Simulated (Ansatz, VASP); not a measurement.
# One calculation of NaLaMnMoO6, two programs

```xyz
10
Lattice="4.9778 -2.8815 0.0205 4.9778 2.8815 0.0205 -3.0609 0.0000 4.5979" Properties=species:S:1:pos:R:3 pbc="T T T"
Na    8.3737    0.0000    2.3395
La    5.0845    0.0000    3.6552
Mn    1.8841    0.0000    0.9212
Mo    1.9122    0.0000    4.6056
O     1.1411    0.0000    2.8354
O     3.0790    1.4392    4.0538
O     3.6709    1.2699    0.7230
O     3.6709   -1.2699    0.7230
O     3.0790   -1.4392    4.0538
O     6.0252    0.0000    1.6038
```

The cell was built by a generator and needn't be a form met in nature.

Alike in both runs: functional PBE; k mesh 6 × 6 × 6; occupations fermi-dirac, width 0.05 eV; collinear spin, ferromagnetic start.

|  | VASP | Ansatz |
| --- | --- | --- |
| version | VASP 6.6.1 | Ansatz 0.2.0 |
| potentials or method | VASP PAW PBE potentials, release 64 (Na_pv, La, Mn_pv, Mo_sv, O) | PseudoDojo standard (PBE files) |
| plane-wave cutoff (eV) | 520 | 1497 |
| valence electrons in the cell | 81 | 85 |
| task | atomic charges | single point |

|  | VASP | Ansatz | Ansatz less VASP |
| --- | --- | --- | --- |
| gap on the k mesh at the Fermi level (eV) | 0.91 | 0.97 | +0.054 |
| least direct gap on the mesh (eV) | 1.00 | 1.04 | +0.048 |
| pressure (GPa) | 0.2 | -0.2 | -0.36 |
| largest component of the traceless stress (GPa) | 0.04 | 0.05 | +0.017 |
| rms of the force components (eV/Å) | 0.021 | 0.018 | -0.0025 |
| net moment per atom (μB) | 0.50 | 0.50 | 0.000 |
| size of the moment on the site where the two differ most (μB) | 4.35 | 3.94 | -0.415 |

Site moments also hang on the region over which each program counts them. Atom by atom the forces differ by 0.030 eV/Å (rms over components). The two sets of potentials don't hold the same shells in valence.

Caveats: spin-orbit coupling is left out, which moves the levels of the heavy elements; a cell with one magnetic atom can't hold antiferromagnetic order, which such compounds often take. A hybrid or GW would open this gap; PBE tends to underestimate it. A k mesh can miss the band edges.
